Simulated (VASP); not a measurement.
Consider the following.

```xyz
2
Lattice="0.0000 2.1347 2.1347 2.1347 0.0000 2.1347 2.1347 2.1347 0.0000" Properties=species:S:1:pos:R:3 pbc="T T T"
Mg     0.0000     0.0000     0.0000
O      2.1347     2.1347     2.1347
```

Level of theory: revTPSS meta-GGA, VASP's PBE PAW potentials (set 64) (plane waves; VASP). Settings: 520 eV cut-off, 11×11×11 Γ-centred mesh, Gaussian smearing of 0.050 eV, potentials Mg O.

**Question.** Predict the energy per atom (σ→0), pressure, band gap (on the k-mesh) with the smallest direct gap where there is one.

**Answer.** 
```yaml
band gap (on the k-mesh): 4.39 eV
smallest direct gap (on the k-mesh): 4.39 eV
energy per atom (σ→0): -7.543 eV/atom
pressure: -4.41 GPa
```

The compound is MgO in the rock salt structure. This cell is one point of a volume scan, at 1.03 of the reference volume.
